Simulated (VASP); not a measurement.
Crystal: Sn2HBr3.

```xyz
12
Lattice="8.1388 -0.0752 -0.0596 -2.0673 3.5583 -0.0887 -0.0917 -0.3681 12.4007" Properties=species:S:1:pos:R:3 pbc="T T T"
Sn   -0.1568    2.2220    5.3881
Sn    4.0258    2.1753    5.2807
Sn   -0.1213    2.3615    0.0976
Sn    4.0728    2.3375    0.0786
H     2.0351    1.1472    0.6906
H     6.0745    1.1440    0.5931
Br    1.9763    0.9693    7.0326
Br    6.0319    0.9065    7.0720
Br   -2.0566    3.4420    3.4703
Br    1.8954    3.3752    3.5404
Br    7.9974   -0.3635   10.7616
Br    1.8438    3.1286   10.6517
```

The cell was built by a generator and needn't be a form met in nature.

| Property | Result |
| --- | --- |
| Program | VASP 6.6.1 |
| Task | relaxation of cell and atoms |
| Functional | PBE |
| Potentials or basis | VASP PAW PBE potentials, release 64 (Sn_d, H, Br) |
| Cutoff | 520 eV |
| k mesh | 6 × 6 × 2 |
| Occupations | gaussian, width 0.15 eV |
| Spin | no spin polarisation |

At the start: pressure 1.9 GPa; volume 29.74 Å³/atom.

Task: How do energy, volume and symmetry change on relaxing?

Result: Over 71 steps the energy falls by 64.0 meV/atom and the volume is 34.33 Å³/atom (+15.4 %); space group P1 (No. 1, to 0.05 Å).

Step by step:
| step | energy change (eV) | largest force (eV/Å) | pressure (GPa) | volume (Å³) |
| --- | --- | --- | --- | --- |
| 1 | 0.0000 | 0.7046 | 1.85 | 356.87 |
| 3 | -0.1870 | 0.3940 | -0.29 | 375.64 |
| 5 | -0.2202 | 0.1559 | 0.10 | 372.43 |
| 7 | -0.2297 | 0.1111 | 0.04 | 373.44 |
| 9 | -0.2420 | 0.1662 | 0.01 | 374.40 |
| 11 | -0.2558 | 0.2201 | 0.33 | 372.43 |
| 13 | -0.2639 | 0.2394 | 0.29 | 372.95 |
| 15 | -0.2896 | 0.3288 | 0.36 | 375.30 |
| 17 | -0.3738 | 0.3768 | -0.05 | 383.45 |
| 19 | -0.4006 | 0.4473 | -0.27 | 390.53 |
| 21 | -0.4967 | 0.4449 | 0.26 | 393.83 |
| 23 | -0.6007 | 0.5288 | -0.26 | 407.71 |
| 25 | -0.6833 | 0.3910 | 0.37 | 405.34 |
| 27 | -0.7175 | 0.1667 | -0.14 | 411.03 |
| 29 | -0.7280 | 0.1031 | 0.01 | 408.50 |
| 31 | -0.7380 | 0.1144 | 0.03 | 407.71 |
| 33 | -0.7400 | 0.1061 | 0.00 | 408.23 |
| 35 | -0.7427 | 0.0938 | -0.08 | 408.08 |
| 37 | -0.7437 | 0.0897 | -0.07 | 407.73 |
| 39 | -0.7478 | 0.0871 | 0.18 | 405.30 |
| 41 | -0.7531 | 0.0933 | 0.07 | 407.23 |
| 43 | -0.7556 | 0.0679 | -0.07 | 409.12 |
| 45 | -0.7576 | 0.0500 | 0.00 | 408.66 |
| 47 | -0.7576 | 0.0691 | 0.09 | 408.52 |
| 49 | -0.7599 | 0.0918 | 0.03 | 410.28 |
| 51 | -0.7628 | 0.0557 | -0.04 | 411.77 |
| 53 | -0.7630 | 0.0669 | -0.07 | 412.52 |
| 55 | -0.7645 | 0.0680 | -0.01 | 411.86 |
| 57 | -0.7654 | 0.0719 | 0.08 | 411.39 |
| 59 | -0.7666 | 0.0712 | 0.00 | 412.18 |
| 61 | -0.7674 | 0.0550 | -0.03 | 412.39 |
| 63 | -0.7677 | 0.0376 | -0.02 | 412.38 |
| 65 | -0.7680 | 0.0364 | -0.01 | 412.09 |
| 67 | -0.7683 | 0.0422 | 0.06 | 411.72 |
| 69 | -0.7685 | 0.0333 | 0.01 | 411.90 |
| 71 | -0.7686 | 0.0276 | -0.01 | 411.97 |

Final structure:
```
Sn H Br
1.0
     8.45483   -0.39220   -0.18001
    -2.27958    3.96298    0.02030
    -0.27544   -0.08206   12.63899
Sn H Br
4 2 6
Cartesian
  -0.2293 2.4939 5.4984
  3.9585 2.3503 5.4049
  -0.2194 2.8991 0.0655
  4.3309 2.1782 -0.0409
  2.2636 0.6627 0.7671
  5.9524 1.5114 0.6679
  1.8565 1.1498 7.1330
  6.0999 0.8849 7.0336
  -0.1135 0.0400 3.8072
  1.8636 3.7329 3.7257
  5.9723 3.2351 10.8048
  3.7338 -0.0254 10.8849
```

Caveat: the volume moved by over 15 % at a fixed basis, so the end points are rough.
